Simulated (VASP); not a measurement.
# Interstitial N in Co, part 3 of 4

How easily does interstitial N form in Co? The host is relaxed first, then a supercell is run with and without the defect.

VASP 6.6.1, plane waves and PAW; the level of theory is named at each step.

So far. Step 2 (Relax the host again, on a new basis): The start already met the threshold, so nothing moved. Step 3 (The supercell without the defect): The host is treated as a metal, as its relaxation found a gap under 0.3 eV or none, and only the neutral defect is run.

## (4) Relaxing the atoms

This step: PBEsol; plane waves and PAW (N) (VASP 6.6.1).

System of this step: N2. The cell holds 2 atoms: 2 N. Cell: a = 11.000 Å, b = 11.500 Å, c = 14.000 Å, α = 90.0°, β = 90.0°, γ = 90.0°. Vacuum lies along a, b and c.

The reference for N is the N2 molecule, relaxed in a box at the cutoff of the large cell.

File INCAR:

```
SYSTEM = N
PREC = Normal
ENCUT = 400
EDIFF = 1E-05
NELM = 120
ISMEAR = 0
SIGMA = 0.01
LREAL = Auto
ALGO = Fast
GGA = PS
NBANDS = 11
LORBIT = 11
LWAVE = .FALSE.
LCHARG = .FALSE.
NCORE = 8
LASPH = .TRUE.
IBRION = 2
NSW = 20
ISIF = 2
EDIFFG = -0.03
POTIM = 0.4
MAXMIX = 40
ISYM = 0
```

File POSCAR:

```
N
1.0
   11.0000000000      0.0000000000      0.0000000000
    0.0000000000     11.5000000000      0.0000000000
    0.0000000000      0.0000000000     14.0000000000
N
2
Direct
    0.5000000000      0.5000000000      0.4607142900
    0.5000000000      0.5000000000      0.5392857100
```

File KPOINTS:

```
Automatic mesh
0
Gamma
1 1 1
0 0 0
```

Potentials, in the order of the species: N (PBE family, release 64).

Launch:

```
$ mpirun -np 8 vasp_gam
```

What it wrote:

```text
[banner, memory and clock lines left out]
running    8 mpi-ranks, on    1 nodes
 distrk:  each k-point on    8 cores,    1 groups
 distr:  one band on    8 cores,    1 groups

 POSCAR found type information on POSCAR N
 POSCAR found :  1 types and       2 ions
 [... a notice as in an earlier step ...]

|                                                                             |
|               ----> ADVICE to this user running VASP <----                  |
|                                                                             |
|     You have a (more or less) 'small supercell' and for smaller cells       |
|     it is recommended to use the reciprocal-space projection scheme!        |
|     The real-space optimization is not efficient for small cells and it     |
|     is also less accurate ...                                               |
|     Therefore, set LREAL=.FALSE. in the INCAR file.                         |
|                                                                             |

 [... a notice as in an earlier step ...]

 LDA part: xc-table for (Slater+PW92), standard interpolation
 POSCAR, INCAR and KPOINTS ok, starting setup
 FFT: planning ... GRIDC
 FFT: planning ... GRID_SOFT
 FFT: planning ... GRID
 WAVECAR not read
 entering main loop
       N       E                     dE             d eps       ncg     rms          rms(c)
DAV:   1     0.992230085105E+02    0.99223E+02   -0.21254E+03    30   0.391E+02
DAV:   2     0.104364843735E+02   -0.88787E+02   -0.88537E+02    44   0.739E+01
DAV:   3    -0.161948287210E+02   -0.26631E+02   -0.26593E+02    28   0.767E+01
DAV:   4    -0.178571171676E+02   -0.16623E+01   -0.16605E+01    38   0.239E+01
DAV:   5    -0.178582573124E+02   -0.11401E-02   -0.11401E-02    28   0.596E-01    0.803E+00
RMM:   6    -0.171745222503E+02    0.68374E+00   -0.81692E-01    22   0.586E+00    0.459E+00
RMM:   7    -0.170198133551E+02    0.15471E+00   -0.11209E+00    22   0.664E+00    0.112E+00
RMM:   8    -0.170145833096E+02    0.52300E-02   -0.18975E-01    22   0.315E+00    0.437E-01
RMM:   9    -0.170089824780E+02    0.56008E-02   -0.20471E-02    22   0.110E+00    0.611E-02
RMM:  10    -0.170106048725E+02   -0.16224E-02   -0.71894E-03    22   0.520E-01    0.996E-02
RMM:  11    -0.170115149233E+02   -0.91005E-03   -0.10622E-03    22   0.250E-01    0.191E-02
RMM:  12    -0.170117846002E+02   -0.26968E-03   -0.17502E-04    22   0.861E-02    0.145E-02
RMM:  13    -0.170127741532E+02   -0.98955E-03   -0.15250E-04    21   0.631E-02    0.849E-03
RMM:  14    -0.170129710248E+02   -0.19687E-03   -0.86576E-05    21   0.350E-02    0.469E-03
RMM:  15    -0.170133072905E+02   -0.33627E-03   -0.71525E-05    21   0.400E-02    0.107E-02
RMM:  16    -0.170133289327E+02   -0.21642E-04   -0.18671E-05    18   0.248E-02    0.265E-03
RMM:  17    -0.170133791085E+02   -0.50176E-04   -0.91699E-06    17   0.172E-02    0.404E-03
RMM:  18    -0.170133871414E+02   -0.80329E-05   -0.86055E-07    16   0.615E-03
   1 F= -.17013387E+02 E0= -.17013387E+02  d E =-.170134E+02
 curvature:   0.00 expect dE= 0.000E+00 dE for cont linesearch  0.000E+00
 trial: gam= 0.00000 g(F)=  0.501E+00 g(S)=  0.000E+00 ort = 0.000E+00 (trialstep = 0.100E+01)
 search vector abs. value=  0.501E+00
 bond charge predicted
       N       E                     dE             d eps       ncg     rms          rms(c)
DAV:   1    -0.156323090734E+02    0.13811E+01   -0.99483E+01    22   0.800E+01    0.397E+00
RMM:   2    -0.154576920813E+02    0.17462E+00   -0.80582E-01    22   0.730E+00    0.214E+00
RMM:   3    -0.154249180544E+02    0.32774E-01   -0.10356E-01    22   0.293E+00    0.141E+00
RMM:   4    -0.154038581087E+02    0.21060E-01   -0.26612E-01    22   0.315E+00    0.273E-01
RMM:   5    -0.154139786436E+02   -0.10121E-01   -0.23704E-02    22   0.116E+00    0.159E-01
RMM:   6    -0.154186617058E+02   -0.46831E-02   -0.12003E-02    22   0.631E-01    0.116E-01
RMM:   7    -0.154211326308E+02   -0.24709E-02   -0.30835E-03    23   0.309E-01    0.127E-01
RMM:   8    -0.154213740830E+02   -0.24145E-03   -0.27928E-04    22   0.118E-01    0.909E-02
RMM:   9    -0.154219359037E+02   -0.56182E-03   -0.11298E-03    22   0.194E-01    0.194E-02
RMM:  10    -0.154220918100E+02   -0.15591E-03   -0.11117E-04    22   0.706E-02    0.958E-03
RMM:  11    -0.154222206607E+02   -0.12885E-03   -0.88370E-05    21   0.498E-02    0.188E-02
RMM:  12    -0.154222288771E+02   -0.82165E-05   -0.22652E-05    20   0.314E-02
   2 F= -.15422229E+02 E0= -.15422229E+02  d E =0.159116E+01
[...]
3 F= -.17032853E+02 E0= -.17032853E+02  d E =-.194660E-01
 curvature:  -0.08 expect dE=-0.287E-03 dE for cont linesearch -0.287E-03
 ZBRENT: interpolating
 opt :   0.0799  next Energy=   -17.033004 (dE=-0.196E-01)
 bond charge predicted
       N       E                     dE             d eps       ncg     rms          rms(c)
DAV:   1    -0.170330254967E+02   -0.18071E-03   -0.49406E-03    30   0.578E-01    0.349E-02
RMM:   2    -0.170330070157E+02    0.18481E-04   -0.39014E-05    21   0.445E-02    0.219E-02
RMM:   3    -0.170330036207E+02    0.33951E-05   -0.28397E-05    20   0.323E-02
   4 F= -.17033004E+02 E0= -.17033004E+02  d E =-.196165E-01
 curvature:  -0.04 expect dE=-0.380E-06 dE for cont linesearch -0.380E-06
 trial: gam= 0.00000 g(F)=  0.951E-05 g(S)=  0.000E+00 ort =-0.218E-02 (trialstep = 0.816E+00)
 search vector abs. value=  0.951E-05
 reached required accuracy - stopping structural energy minimisation
```

It took 14 s on 8 MPI ranks of Intel Xeon Platinum 8488C (Sapphire Rapids), shared host; peak memory 1.3 GiB; 1.7 min of CPU time.

From OUTCAR (step 4):

```text
 Found      1 irreducible k-points:

   k-points           NKPTS =      1   k-points in BZ     NKDIM =      1   number of bands    NBANDS=     11

   dimension x,y,z NGX =    54 NGY =   56 NGZ =   70
   dimension x,y,z NGXF=   108 NGYF=  112 NGZF=  140

   ENCUT  =  400.0 eV  29.40 Ry    5.42 a.u.  17.94 18.75 22.83*2*pi/ulx,y,z

   NELECT =      10.0000    total number of electrons

 E-fermi :  -9.9450

 k-point     1 :       0.0000    0.0000    0.0000
  band No.  band energies     occupation
      1     -28.0530      2.00000
      2     -13.4141      2.00000
      3     -11.4738      2.00000
      4     -11.4727      2.00000
      5     -10.0670      2.00000
      6      -2.0712      0.00000
      7      -2.0701      0.00000
      8      -0.1562      0.00000
      9       0.6049      0.00000
     10       0.6144      0.00000
    ...

  Total       -1.0328858     -0.9935156     -1.2391891      0.0000045     -0.0000125     -0.0000080
  in kB       -0.9344248     -0.8988076     -1.1210619      0.0000040     -0.0000113     -0.0000072
  external PRESSURE =      -0.9847648 kB  Pullay stress =       0.0000000 kB

  energy-cutoff  :      400.00
  volume of cell :     1771.00
      direct lattice vectors                 reciprocal lattice vectors
    11.000000000  0.000000000  0.000000000     0.090909091  0.000000000  0.000000000
     0.000000000 11.500000000  0.000000000     0.000000000  0.086956522  0.000000000
     0.000000000  0.000000000 14.000000000     0.000000000  0.000000000  0.071428571

 POSITION                                       TOTAL-FORCE (eV/Angst)
 -----------------------------------------------------------------------------------
      5.50000      5.75000      6.44215        -0.000003     -0.000007      0.011101
      5.50000      5.75000      7.55785         0.000003      0.000007     -0.011101
 -----------------------------------------------------------------------------------
    total drift:                               -0.000006      0.000007     -0.000067

  FREE ENERGIE OF THE ION-ELECTRON SYSTEM (eV)
  ---------------------------------------------------
  free  energy   TOTEN  =       -17.0330036207 eV

  energy  without entropy=      -17.0330036207  energy(sigma->0) =      -17.03300362

 total charge
# of ion       s       p       d       tot
------------------------------------------
    1        1.381   2.412   0.000   3.794
    2        1.381   2.412   0.000   3.794
--------------------------------------------------
tot          2.763   4.825   0.000   7.587

[... 1 part as in an earlier step ...]

[... 3 further parts left out ...]
```

CONTCAR:

```
N
   1.00000000000000
    11.0000000000000000    0.0000000000000000    0.0000000000000000
     0.0000000000000000   11.5000000000000000    0.0000000000000000
     0.0000000000000000    0.0000000000000000   14.0000000000000000
  N
     2
Direct
     0.4999999977193414    0.4999999994973332    0.4601533910400742
     0.5000000022806587    0.5000000005026668    0.5398466089599259
```

The steps of the relaxation:

```
step  energy less that of the first step (eV)  largest force (eV/Å)
   1                                   0.0000                2.5480
   2                                   1.5912               14.0802
   3                                  -0.0195                0.2210
   4                                  -0.0196                0.0111
```

Final coordinates:

```xyz
2
Lattice="11.0000 0.0000 0.0000 0.0000 11.5000 0.0000 0.0000 0.0000 14.0000" Properties=species:S:1:pos:R:3
N     5.5000    5.7500    6.4421
N     5.5000    5.7500    7.5579
```

Numbers from this step:

```yaml
electronic_cycles: 43
electrons: 10
free_energy_toten: -17.03 eV
gap_between_the_highest_filled_and_lowest_empty_level: 7.996 eV
```

The run ended after 4 ionic steps, 0.020 eV below its first step, once the forces on the free atoms met EDIFFG = -0.03.

Energy at zero smearing: -17.03300 eV.

## (5) Relaxing the defect

This step: PBEsol, spin-polarised from a ferromagnetic start; plane waves and PAW (Co, N) (VASP 6.6.1).

System of this step: Co36N. The cell holds 37 atoms: 36 Co and 1 N. Cell: a = 7.360 Å, b = 7.360 Å, c = 7.919 Å, α = 90.0°, β = 90.0°, γ = 120.0°. It derives from Co. Nearest the centre at fractional (0.222, 0.111, 0.125): N37 at 0.00 Å, Co1 at 1.73 Å, Co23 at 1.73 Å, Co19 at 1.73 Å, Co9 at 1.73 Å, Co7 at 1.73 Å, Co25 at 1.73 Å, Co35 at 3.00 Å.

The host is treated as a metal, since its gap is under 0.3 eV or closed. The run keeps 12 symmetry operations, which cuts the number of k-points but bars distortions that break them. The atoms relax at the host's fixed cell.

File INCAR:

```
SYSTEM = Co36N
PREC = Normal
ENCUT = 400
EDIFF = 1E-05
NELM = 120
ISMEAR = 1
SIGMA = 0.2
LREAL = Auto
ALGO = Fast
GGA = PS
NBANDS = 234
ISPIN = 2
MAGMOM = 2 2 2 2 2 2 2 2 2 2 2 2 2 2 2 2 2 2 2 2 2 2 2 2 2 2 2 2 2 2 2 2 2 2 2 2 0
LASPH = .TRUE.
LMAXMIX = 4
LORBIT = 11
LWAVE = .FALSE.
LCHARG = .TRUE.
KPAR = 4
NCORE = 2
IBRION = 2
NSW = 50
ISIF = 2
EDIFFG = -0.03
POTIM = 0.4
MAXMIX = 40
ISYM = 2
```

File POSCAR:

```
Co36N
1.0
    7.3596237477      0.0000000000      0.0000000000
   -3.6798118740      6.3736211277      0.0000000000
    0.0000000000      0.0000000000      7.9186529988
Co N
36 1
Direct
    0.0000000000      0.0000000000      0.0000000000
    0.0000000000      0.0000000000      0.5000000000
    0.0000000000      0.3333333300      0.0000000000
    0.0000000000      0.3333333300      0.5000000000
    0.0000000000      0.6666666700      0.0000000000
    0.0000000000      0.6666666700      0.5000000000
    0.3333333300      0.0000000000      0.0000000000
    0.3333333300      0.0000000000      0.5000000000
    0.3333333300      0.3333333300      0.0000000000
    0.3333333300      0.3333333300      0.5000000000
    0.3333333300      0.6666666700      0.0000000000
    0.3333333300      0.6666666700      0.5000000000
    0.6666666700      0.0000000000      0.0000000000
    0.6666666700      0.0000000000      0.5000000000
    0.6666666700      0.3333333300      0.0000000000
    0.6666666700      0.3333333300      0.5000000000
    0.6666666700      0.6666666700      0.0000000000
    0.6666666700      0.6666666700      0.5000000000
    0.1111111100      0.2222222200      0.2500000000
    0.1111111100      0.2222222200      0.7500000000
    0.1111111100      0.5555555600      0.2500000000
    0.1111111100      0.5555555600      0.7500000000
    0.1111111100      0.8888888900      0.2500000000
    0.1111111100      0.8888888900      0.7500000000
    0.4444444400      0.2222222200      0.2500000000
    0.4444444400      0.2222222200      0.7500000000
    0.4444444400      0.5555555600      0.2500000000
    0.4444444400      0.5555555600      0.7500000000
    0.4444444400      0.8888888900      0.2500000000
    0.4444444400      0.8888888900      0.7500000000
    0.7777777800      0.2222222200      0.2500000000
    0.7777777800      0.2222222200      0.7500000000
    0.7777777800      0.5555555600      0.2500000000
    0.7777777800      0.5555555600      0.7500000000
    0.7777777800      0.8888888900      0.2500000000
    0.7777777800      0.8888888900      0.7500000000
    0.2222222200      0.1111111100      0.1250000000
```

File KPOINTS:

```
Automatic mesh
0
Gamma
5 5 4
0 0 0
```

The projector-augmented-wave data sets are Co and N (PBE family, release 64).

Launch:

```
$ mpirun -np 8 vasp_std
```

What it wrote:

```text
[banner, memory and clock lines left out]
running    8 mpi-ranks, on    1 nodes
 distrk:  each k-point on    2 cores,    4 groups
 distr:  one band on    2 cores,    1 groups

 POSCAR found type information on POSCAR CoN
 POSCAR found :  2 types and      37 ions
 [... a notice as in an earlier step ...]

 LDA part: xc-table for (Slater+PW92), standard interpolation
 POSCAR, INCAR and KPOINTS ok, starting setup
 FFT: planning ... GRIDC
 FFT: planning ... GRID_SOFT
 FFT: planning ... GRID
 WAVECAR not read
 entering main loop
       N       E                     dE             d eps       ncg     rms          rms(c)
DAV:   1     0.266511860324E+04    0.26651E+04   -0.10824E+05 15912   0.161E+03
DAV:   2     0.412887961883E+02   -0.26238E+04   -0.24491E+04 15912   0.370E+02
DAV:   3    -0.307658992812E+03   -0.34895E+03   -0.27724E+03 15920   0.168E+02
DAV:   4    -0.331279045334E+03   -0.23620E+02   -0.22752E+02 17318   0.489E+01
DAV:   5    -0.331799709948E+03   -0.52066E+00   -0.51979E+00 19456   0.644E+00    0.774E+01
RMM:   6    -0.292985585561E+03    0.38814E+02   -0.34715E+02 15912   0.737E+01    0.341E+01
RMM:   7    -0.308675096183E+03   -0.15690E+02   -0.57405E+01 15912   0.326E+01    0.753E+01
RMM:   8    -0.290713497560E+03    0.17962E+02   -0.21421E+01 15915   0.181E+01    0.302E+01
RMM:   9    -0.291662048835E+03   -0.94855E+00   -0.70122E+00 15953   0.930E+00    0.338E+01
RMM:  10    -0.287190913314E+03    0.44711E+01   -0.58333E+00 15986   0.922E+00    0.170E+01
RMM:  11    -0.286993392230E+03    0.19752E+00   -0.16619E+00 16046   0.452E+00    0.148E+01
RMM:  12    -0.286139633021E+03    0.85376E+00   -0.80321E-01 16067   0.337E+00    0.513E+00
RMM:  13    -0.286237977017E+03   -0.98344E-01   -0.19536E-01 16470   0.133E+00    0.478E+00
RMM:  14    -0.286228995885E+03    0.89811E-02   -0.17254E-01 15985   0.143E+00    0.312E+00
RMM:  15    -0.286222172977E+03    0.68229E-02   -0.67955E-02 16261   0.827E-01    0.163E+00
RMM:  16    -0.286227262127E+03   -0.50892E-02   -0.37617E-02 16359   0.653E-01    0.173E+00
RMM:  17    -0.286220074927E+03    0.71872E-02   -0.16493E-02 16243   0.450E-01    0.384E-01
RMM:  18    -0.286220329019E+03   -0.25409E-03   -0.67610E-03 19791   0.148E-01    0.173E-01
RMM:  19    -0.286220471892E+03   -0.14287E-03   -0.13788E-03 21505   0.687E-02    0.129E-01
RMM:  20    -0.286220556666E+03   -0.84773E-04   -0.20219E-04 17451   0.384E-02    0.861E-02
RMM:  21    -0.286220530802E+03    0.25863E-04   -0.85600E-05 16417   0.277E-02    0.184E-02
RMM:  22    -0.286220534280E+03   -0.34779E-05   -0.35720E-05 11738   0.126E-02
   1 F= -.28622053E+03 E0= -.28622642E+03  d E =-.286221E+03  mag=    53.9165
 curvature:   0.00 expect dE= 0.000E+00 dE for cont linesearch  0.000E+00
 trial: gam= 0.00000 g(F)=  0.214E+01 g(S)=  0.000E+00 ort = 0.000E+00 (trialstep = 0.100E+01)
 search vector abs. value=  0.214E+01
 bond charge predicted
       N       E                     dE             d eps       ncg     rms          rms(c)
DAV:   1    -0.285940674646E+03    0.27986E+00   -0.33663E+02 16484   0.363E+01    0.126E+01
RMM:   2    -0.286666157225E+03   -0.72548E+00   -0.83466E+00 15944   0.119E+01    0.604E+00
RMM:   3    -0.286897877465E+03   -0.23172E+00   -0.20187E+00 16906   0.400E+00    0.370E+00
RMM:   4    -0.286915518612E+03   -0.17641E-01   -0.67254E-01 19893   0.211E+00    0.167E+00
RMM:   5    -0.286909954627E+03    0.55640E-02   -0.51077E-02 16811   0.584E-01    0.907E-01
RMM:   6    -0.286908634657E+03    0.13200E-02   -0.10609E-02 17585   0.250E-01    0.348E-01
RMM:   7    -0.286908637664E+03   -0.30076E-05   -0.31275E-03 19303   0.122E-01    0.151E-01
RMM:   8    -0.286908556145E+03    0.81519E-04   -0.81690E-04 20337   0.574E-02    0.929E-02
RMM:   9    -0.286908503719E+03    0.52426E-04   -0.20279E-04 18617   0.296E-02    0.388E-02
RMM:  10    -0.286908499854E+03    0.38649E-05   -0.34172E-05 11616   0.128E-02
   2 F= -.28690850E+03 E0= -.28691278E+03  d E =-.687966E+00  mag=    54.2372
[...]
3 F= -.28697618E+03 E0= -.28698103E+03  d E =-.755649E+00  mag=    54.1376
[...]
4 F= -.28697632E+03 E0= -.28698114E+03  d E =-.755781E+00  mag=    54.1432
[...]
5 F= -.28700894E+03 E0= -.28701395E+03  d E =-.326229E-01  mag=    54.1199
[...]
6 F= -.28701455E+03 E0= -.28701965E+03  d E =-.382385E-01  mag=    54.1048
[...]
7 F= -.28701455E+03 E0= -.28701965E+03  d E =-.382331E-01  mag=    54.1037
 curvature:  -0.80 expect dE=-0.143E-02 dE for cont linesearch -0.127E-04
 ZBRENT: bracketing found
 ZBRENT: accuracy reached
 trial: gam= 0.04738 g(F)=  0.178E-02 g(S)=  0.000E+00 ort =-0.898E-03 (trialstep = 0.107E+01)
 search vector abs. value=  0.181E-02
 bond charge predicted
       N       E                     dE             d eps       ncg     rms          rms(c)
DAV:   1    -0.287014848938E+03   -0.30279E-03   -0.31635E-01 16040   0.108E+00    0.259E-01
RMM:   2    -0.287015714838E+03   -0.86590E-03   -0.50295E-03 15912   0.308E-01    0.136E-01
RMM:   3    -0.287015910232E+03   -0.19539E-03   -0.11122E-03 16159   0.916E-02    0.579E-02
RMM:   4    -0.287015914689E+03   -0.44577E-05   -0.28618E-04 19459   0.460E-02    0.463E-02
RMM:   5    -0.287015890524E+03    0.24165E-04   -0.37490E-05 12710   0.186E-02    0.231E-02
RMM:   6    -0.287015892516E+03   -0.19919E-05   -0.13073E-05  8775   0.110E-02
   8 F= -.28701589E+03 E0= -.28702111E+03  d E =-.134426E-02  mag=    54.1059
 trial-energy change:   -0.001344  1 .order   -0.001328   -0.001869   -0.000787
 step:   1.8566(harm=  1.8566)  dis= 0.00343  next Energy=  -287.016163 (dE=-0.161E-02)
 reached required accuracy - stopping structural energy minimisation
```

The job ended after 30 min (8 MPI ranks; peak memory 5.5 GiB; 3.9 h of CPU time).

(Part 3 of 4 ends here.)

[Lines on the potential files, build, host, timing and source positions are cut from VASP's logs without a mark.]

[Logs are printed without paths, hosts, clocks, repeated set-up lines and the standing remarks that a program may print on its own settings, such as how far it seeks lower states.]

[Hosts, paths, dates, database ids (printed as entryN), source tags and the programs' standing remarks are cut or masked in the printed files.]

[In band tables of VASP the shares of atoms and orbitals are scaled to a sum of 1 inside the atoms' spheres.]

[Runs that stopped without an error message from VASP are left out.]
